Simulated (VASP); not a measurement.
Output of a VASP run:

**OUTCAR**
```
 ion  position               nearest neighbor table
   1  0.333  0.667  0.879-   6 2.71   6 2.71   6 2.71   4 3.61
   2  0.667  0.333  0.379-   5 2.71   5 2.71   5 2.71   3 3.61
   3  0.667  0.333  0.121-   5 2.71   5 2.71   5 2.71   2 3.61
   4  0.333  0.667  0.621-   6 2.71   6 2.71   6 2.71   1 3.61
   5  0.333  0.667  0.250-   2 2.71   3 2.71   2 2.71   3 2.71   2 2.71   3 2.71
   6  0.667  0.333  0.750-   1 2.71   4 2.71   1 2.71   4 2.71   1 2.71   4 2.71
  LATTYP: Found a hexagonal cell.
 ALAT       =     3.4922630066
 C/A-ratio  =     4.0020310377
 Subroutine PRICEL returns:
 Original cell was already a primitive cell.
 Subroutine GETGRP returns: Found 24 space group operations
The static configuration has the point symmetry D_3d.
 The point group associated with its full space group is D_6h.
The dynamic configuration has the point symmetry D_3d.
The overall configuration has the point symmetry D_3d.
 Subroutine INISYM returns: Found 24 space group operations
 Subroutine IBZKPT returns following result:
 Found     16 irreducible k-points:

 Following reciprocal coordinates:
            Coordinates               Weight
  0.000000  0.000000  0.000000      1.000000
  0.142857  0.000000  0.000000      6.000000
  0.285714  0.000000  0.000000      6.000000
  0.428571  0.000000  0.000000      6.000000
  0.142857  0.142857  0.000000      6.000000
  0.285714  0.142857  0.000000     12.000000
  0.428571  0.142857  0.000000      6.000000
  0.285714  0.285714  0.000000      6.000000
  0.000000  0.000000  0.500000      1.000000
  0.142857  0.000000  0.500000      6.000000
  0.285714  0.000000  0.500000      6.000000
  0.428571  0.000000  0.500000      6.000000
  0.142857  0.142857  0.500000      6.000000
  0.285714  0.142857  0.500000     12.000000
  0.428571  0.142857  0.500000      6.000000
  0.285714  0.285714  0.500000      6.000000
   k-points           NKPTS =     16   k-points in BZ     NKDIM =     16   number of bands    NBANDS=     62
   number of dos      NEDOS =    301   number of ions     NIONS =      6
   total plane-waves  NPLWV =  55296
   dimension x,y,z NGX =    24 NGY =   24 NGZ =   96
   dimension x,y,z NGXF=    48 NGYF=   48 NGZF=  192
   ions per type =               4   2
   PREC   = accura    normal or accurate (medium, high low for compatibility)
   ISTART =      0    job   : 0-new  1-cont  2-samecut
   ICHARG =      2    charge: 1-file 2-atom 10-const
   ISPIN  =      1    spin polarized calculation?
   LNONCOLLINEAR =      T non collinear calculations
   LSORBIT =      T    spin-orbit coupling
   INIWAV =      1    electr: 0-lowe 1-rand  2-diag
   ENCUT  =  400.0 eV  29.40 Ry    5.42 a.u.   5.69  5.69 22.79*2*pi/ulx,y,z
   NELM   =    100;   NELMIN=  2; NELMDL= -5     # of ELM steps
   EDIFF  = 0.1E-05   stopping-criterion for ELM
   LREAL  =      F    real-space projection
   NLSPLINE    = F    spline interpolate recip. space projectors
   LMAXMIX     =    4 max onsite mixed and CHGCAR
   VOSKOWN=      0    Vosko Wilk Nusair interpolation
   EDIFFG = 0.1E-04   stopping-criterion for IOM
   NSW    =      0    number of steps for IOM
   NBLOCK =      1;   KBLOCK =      1    inner block; outer block
   IBRION =     -1    ionic relax: 0-MD 1-quasi-New 2-CG
   NFREE  =      0    steps in history (QN), initial steepest desc. (CG)
   ISIF   =      2    stress and relaxation
   ISYM   =      2    0-nonsym 1-usesym 2-fastsym
   TEIN   =    0.0    initial temperature
   TEBEG  =    0.0;   TEEND  =   0.0 temperature during run
   SMASS  =  -3.00    Nose mass-parameter (am)
   PSTRESS=    0.0 pullay stress
   NELECT =      52.0000    total number of electrons
   EFERMI =   0.00;   METHOD = LEGACY
   ISMEAR =     0;   SIGMA  =   0.05  broadening in eV -4-tet -1-fermi 0-gaus
   IALGO  =     38    algorithm
   LDIAG  =      T    sub-space diagonalisation (order eigenvalues)
   IMIX   =      4    mixing-type and parameters
     AMIX     =   0.40;   BMIX     =  1.00
     AMIX_MAG =   1.60;   BMIX_MAG =  1.00
     AMIN     =   0.10
   GGA     = PS    functional components
...
```

OSZICAR:
```
       N       E                     dE             d eps       ncg     rms          rms(c)
DAV:   1     0.360612069781E+03    0.36061E+03   -0.23884E+04  2440   0.123E+03
DAV:   2    -0.145889037268E+02   -0.37520E+03   -0.36575E+03  2486   0.316E+02
DAV:   3    -0.404833363865E+02   -0.25894E+02   -0.25305E+02  2422   0.692E+01
DAV:   4    -0.414271674845E+02   -0.94383E+00   -0.93712E+00  2528   0.123E+01
DAV:   5    -0.414580124716E+02   -0.30845E-01   -0.30796E-01  2674   0.231E+00    0.243E+01
DAV:   6    -0.405149467534E+02    0.94307E+00   -0.87665E+00  2358   0.153E+01    0.995E+00
DAV:   7    -0.403428758267E+02    0.17207E+00   -0.67239E+00  2360   0.113E+01    0.675E+00
DAV:   8    -0.400006484339E+02    0.34223E+00   -0.14452E+00  2466   0.574E+00    0.421E+00
DAV:   9    -0.399978030616E+02    0.28454E-02   -0.14606E-01  2480   0.172E+00    0.134E+00
DAV:  10    -0.399958755749E+02    0.19275E-02   -0.46091E-03  2438   0.394E-01    0.837E-01
DAV:  11    -0.399953471002E+02    0.52847E-03   -0.22360E-03  2576   0.284E-01    0.418E-01
DAV:  12    -0.399953259689E+02    0.21131E-04   -0.76251E-04  2566   0.136E-01    0.185E-01
DAV:  13    -0.399952931920E+02    0.32777E-04   -0.99161E-05  2512   0.560E-02    0.165E-01
DAV:  14    -0.399952839966E+02    0.91953E-05   -0.92091E-05  2426   0.361E-02    0.320E-02
DAV:  15    -0.399952782558E+02    0.57408E-05   -0.19433E-05  2454   0.215E-02    0.145E-02
DAV:  16    -0.399952783597E+02   -0.10389E-06   -0.95044E-07  1642   0.431E-03
   1 F= -.39995278E+02 E0= -.39995278E+02  d E =-.851840E-17  mag=    -0.0000     0.0000     0.0000
       N       E                     dE             ncg
       N       E                     dE             ncg
       N       E                     dE             ncg
```

**OUTCAR**
```
------------------------ aborting loop because EDIFF is reached ----------------------------------------
  FORCE on cell =-STRESS in cart. coord.  units (eV):
  Direction    XX          YY          ZZ          XY          YZ          ZX
  --------------------------------------------------------------------------------------
  Total        0.0445353      0.0445352     -0.0013426      0.0000000      0.0000000      0.0000000
  in kB        0.4833732      0.4833731     -0.0145724      0.0000000      0.0000000      0.0000000
  external PRESSURE =       0.3173913 kB  Pullay stress =       0.0000000 kB
  volume of cell :      147.62
      direct lattice vectors                 reciprocal lattice vectors
     1.746131681 -3.024388378  0.000000000     0.286347247 -0.165322683  0.000000000
     1.746131681  3.024388378  0.000000000     0.286347247  0.165322683  0.000000000
     0.000000000  0.000000000 13.976144944     0.000000000  0.000000000  0.071550489
 POSITION                                       TOTAL-FORCE (eV/Angst)
 -----------------------------------------------------------------------------------
      1.74613      1.00813     12.28955        -0.000000     -0.000000      0.022994
      1.74613     -1.00813      5.30148         0.000000      0.000000      0.022994
      1.74613     -1.00813      1.68659         0.000000     -0.000000     -0.022994
      1.74613      1.00813      8.67466         0.000000     -0.000000     -0.022994
      1.74613      1.00813      3.49404         0.000000      0.000000      0.000000
      1.74613     -1.00813     10.48211        -0.000000     -0.000000     -0.000000
 -----------------------------------------------------------------------------------
    total drift:                                0.000246     -0.000000      0.000000
  FREE ENERGIE OF THE ION-ELECTRON SYSTEM (eV)
  ---------------------------------------------------
  free  energy   TOTEN  =       -39.9952783597 eV

  energy  without entropy=      -39.9952783597  energy(sigma->0) =      -39.99527836

 Ion:    1  E_soc:     -0.2007619

 Ion:    2  E_soc:     -0.2007619

 Ion:    3  E_soc:     -0.2007619

 Ion:    4  E_soc:     -0.2007619

 Ion:    5  E_soc:     -0.2051193

 Ion:    6  E_soc:     -0.2051193
```
(Selected blocks of OUTCAR.)

### POSCAR
```
MoTe2
1
    1.7461316814    -3.0243883776    -0.0000000000
    1.7461316814     3.0243883776     0.0000000000
   -0.0000000000     0.0000000000    13.9761449441
Te Mo
4 2
Direct
  0.3333330000   0.6666670000   0.8793236539
  0.6666670000   0.3333330000   0.3793236539
  0.6666670000   0.3333330000   0.1206763461
  0.3333330000   0.6666670000   0.6206763461
  0.3333330000   0.6666670000   0.2500000000
  0.6666670000   0.3333330000   0.7500000000
```

Q: Write an INCAR and KPOINTS that could have produced this output.

A: One answer among several that fit: the input of the run itself, PBEsol GGA with spin-orbit coupling, plane waves, VASP's PBE PAW potentials (set 64).

**KPOINTS_OPT**
```
k-points along high-symmetry lines
5
Line-mode
Reciprocal
  0.000000   0.000000   0.000000 ! GAMMA
  0.000000   0.500000   0.000000 ! M

  0.000000   0.500000   0.000000 ! M
 -0.333333   0.666667   0.000000 ! K

 -0.333333   0.666667   0.000000 ! K
  0.000000   0.000000   0.000000 ! GAMMA

  0.000000   0.000000   0.000000 ! GAMMA
  0.000000   0.000000   0.500000 ! A

  0.000000   0.000000   0.500000 ! A
  0.000000   0.500000   0.500000 ! L

  0.000000   0.500000   0.500000 ! L
 -0.333333   0.666667   0.500000 ! H

 -0.333333   0.666667   0.500000 ! H
  0.000000   0.000000   0.500000 ! A

  0.000000   0.500000   0.500000 ! L
  0.000000   0.500000   0.000000 ! M

 -0.333333   0.666667   0.500000 ! H
 -0.333333   0.666667   0.000000 ! K
```

### KPOINTS
```
kpoints
0
G
7 7 2
```

**INCAR**
```
# general
SYSTEM     = MoTe2
PREC       = Accurate
ENCUT      = 400   # plane-wave cut-off (eV)
LREAL      = .FALSE.
LASPH      = .TRUE.   # aspherical one-centre terms

# electronic loop
EDIFF      = 1E-6   # SCF stop (eV)
NELM       = 100   # most electronic steps
ALGO       = Normal   # blocked Davidson
LMAXMIX    = 4

# smearing
ISMEAR     = 0   # Gaussian
SIGMA      = 0.05

# functional
GGA        = PS   # PBEsol
GGA_COMPAT = .FALSE.

# spin
MAGMOM     = 0 0 0 0 0 0 0 0 0 0 0 0 0 0 0 0 0 0
LSORBIT    = .TRUE.

# output
LWAVE      = .FALSE.
LCHARG     = .FALSE.
```

POTCAR, in this order: Te Mo_sv (PBE.64 set). Program: vasp_ncl.

The path is coarsely sampled, so an indirect gap can come out somewhat too large. Without a dispersion term in the relaxation, distances and binding between the weakly bound layers, chains or molecules are unreliable, and so is what depends on them.

The compound is MoTe2 in the 2H layered structure. It was relaxed first.
